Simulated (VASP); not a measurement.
Output of a VASP run:

File OSZICAR:
```
       N       E                     dE             d eps       ncg     rms          rms(c)
DAV:   1     0.913896111042E+02    0.91390E+02   -0.74927E+03  4752   0.138E+03
DAV:   2    -0.435518621840E+01   -0.95745E+02   -0.92980E+02  4806   0.330E+02
DAV:   3    -0.100457428162E+02   -0.56906E+01   -0.54856E+01  7464   0.780E+01
DAV:   4    -0.102547921164E+02   -0.20905E+00   -0.20651E+00  6033   0.128E+01
DAV:   5    -0.102636675385E+02   -0.88754E-02   -0.88453E-02  6875   0.244E+00    0.975E+00
DAV:   6    -0.890904922526E+01    0.13546E+01   -0.12247E+01  5932   0.379E+01    0.332E+00
DAV:   7    -0.876301367848E+01    0.14604E+00   -0.11859E+00  5508   0.118E+01    0.193E+00
DAV:   8    -0.875376427199E+01    0.92494E-02   -0.14541E-01  5374   0.419E+00    0.472E-01
DAV:   9    -0.875187695467E+01    0.18873E-02   -0.21570E-02  5571   0.195E+00    0.235E-01
DAV:  10    -0.875213640018E+01   -0.25945E-03   -0.14928E-03  5901   0.448E-01    0.417E-02
DAV:  11    -0.875214733490E+01   -0.10935E-04   -0.25929E-04  6018   0.168E-01    0.383E-02
DAV:  12    -0.875215407526E+01   -0.67404E-05   -0.20433E-05  5467   0.499E-02    0.117E-02
DAV:  13    -0.875215492636E+01   -0.85110E-06   -0.12795E-06  6346   0.148E-02    0.573E-03
DAV:  14    -0.875215474517E+01    0.18118E-06   -0.38883E-07  5124   0.924E-03    0.110E-03
DAV:  15    -0.875215482871E+01   -0.83531E-07   -0.23681E-08  2759   0.171E-03
   1 F= -.87521548E+01 E0= -.87521548E+01  d E =0.000000E+00
```

OUTCAR:
```
------------------------ aborting loop because EDIFF is reached ----------------------------------------
  FORCE on cell =-STRESS in cart. coord.  units (eV):
  Direction    XX          YY          ZZ          XY          YZ          ZX
  --------------------------------------------------------------------------------------
  Total       -0.0332071     -0.0332071      0.0965950      0.0000000     -0.0000000      0.0000000
  in kB       -1.6623242     -1.6623242      4.8354830      0.0000000     -0.0000000      0.0000000
  external PRESSURE =       0.5036115 kB  Pullay stress =       0.0000000 kB
  volume of cell :       32.01
      direct lattice vectors                 reciprocal lattice vectors
     2.812369022  0.000000000  0.000000000     0.355572114  0.000000000  0.000000000
     0.000000000  2.812369022  0.000000000     0.000000000  0.355572114  0.000000000
     0.000000000  0.000000000  4.046510331     0.000000000  0.000000000  0.247126516
 POSITION                                       TOTAL-FORCE (eV/Angst)
 -----------------------------------------------------------------------------------
      0.00000      0.00000      0.00000         0.000000      0.000000      0.000000
      1.40618      1.40618      2.02326         0.000000      0.000000      0.000000
 -----------------------------------------------------------------------------------
    total drift:                               -0.000000      0.000000      0.000000
  FREE ENERGIE OF THE ION-ELECTRON SYSTEM (eV)
  ---------------------------------------------------
  free  energy   TOTEN  =        -8.7521548287 eV

  energy  without entropy=       -8.7521548287  energy(sigma->0) =       -8.75215483

 total charge

# of ion       s       p       d       tot
------------------------------------------
    1        2.202   6.121   1.989  10.312
    2        0.412   0.424   0.000   0.836
--------------------------------------------------
tot          2.615   6.544   1.989  11.148
```
(Selected blocks of OUTCAR.)

File POSCAR:
```
TiAl
1
    2.8123690224     0.0000000000     0.0000000000
    0.0000000000     2.8123690224     0.0000000000
    0.0000000000    -0.0000000000     4.0465103310
Ti Al
1 1
Direct
  0.0000000000   0.0000000000   0.0000000000
  0.5000000000   0.5000000000   0.5000000000
```

Question: Write an INCAR and KPOINTS that could have produced this output.

Answer: This is not unique; one that fits is the input of the run itself, rev-vdW-DF2, plane waves, VASP's PBE PAW potentials (set 64).

**KPOINTS**
```
Regular mesh
0
G
 14 14 10
0 0 0
```

### INCAR
```
SYSTEM = TiAl
PREC = Accurate
ENCUT = 520
EDIFF = 1E-7
NELM = 100
ALGO = Normal
LREAL = .FALSE.
LASPH = .TRUE.
ISMEAR = -5
GGA = MK
PARAM1 = 0.1234568
PARAM2 = 0.7114
ZAB_VDW = -1.8867
LUSE_VDW = .TRUE.
AGGAC = 0.0
LMAXMIX = 4
LWAVE = .FALSE.
LCHARG = .TRUE.
LORBIT = 11
NEDOS = 601
ISIF = 2
```

POTCAR, in this order: Ti_sv Al (PBE.64 set). Program: vasp_std.

For a metal the tetrahedron method with Blöchl corrections gives inexact stress and forces.

The compound is TiAl in the L1_0 structure. It was relaxed first. The electron count is odd and the run is not spin-polarised, which forces a metal.
